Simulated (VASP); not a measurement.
RbP3:

```
Rb P
1.0
     5.07636    0.00000    0.00000
     0.00000    5.07636    0.00000
     0.00000    0.00000    5.07636
Rb P
1 3
Cartesian
  0.0000 0.0000 0.0000
  0.0000 2.5382 2.5382
  2.5382 2.5382 0.0000
  2.5382 0.0000 2.5382
```

The cell was built by a generator and needn't be a form met in nature.

The cell isn't the ideal one: species swapped into the Gd3Dy type (Pm-3m, No. 221).

```yaml
Program: VASP 6.6.1
Task: relaxation of cell and atoms
Functional: PBE
Potentials_or_basis: VASP PAW PBE potentials, release 64 (Rb_sv, P)
Cutoff: 600 eV
k_mesh: 4 × 4 × 4
Occupations: gaussian, width 0.1 eV
Spin: no spin polarisation
```

At the start: pressure -7.8 GPa; volume 32.70 Å³/atom.

Q: How do energy, volume and symmetry change on relaxing?

A: Over 5 steps the energy falls by 442.8 meV/atom and the volume is 20.89 Å³/atom (-36.1 %); space group Pm-3m (No. 221, to 0.05 Å).

The path:
```tsv
step	energy change (eV)	largest force (eV/Å)	pressure (GPa)	volume (Å³)
1	0.0000	0.0000	-7.85	130.82
2	-1.3028	0.0000	-6.39	102.77
3	-1.7590	0.0000	-1.45	86.13
4	-1.7691	0.0000	0.63	82.51
5	-1.7711	0.0000	-0.04	83.56
```

Final structure:
```
CELL_PARAMETERS angstrom
4.37187 0.00000 0.00000
0.00000 4.37187 0.00000
0.00000 0.00000 4.37187
ATOMIC_POSITIONS crystal
Rb 0.00000 0.00000 0.00000
P 0.00000 0.50000 0.50000
P 0.50000 0.50000 0.00000
P 0.50000 0.00000 0.50000
```

Caveat: the volume moved by over 15 % at a fixed basis, so the end points are rough.
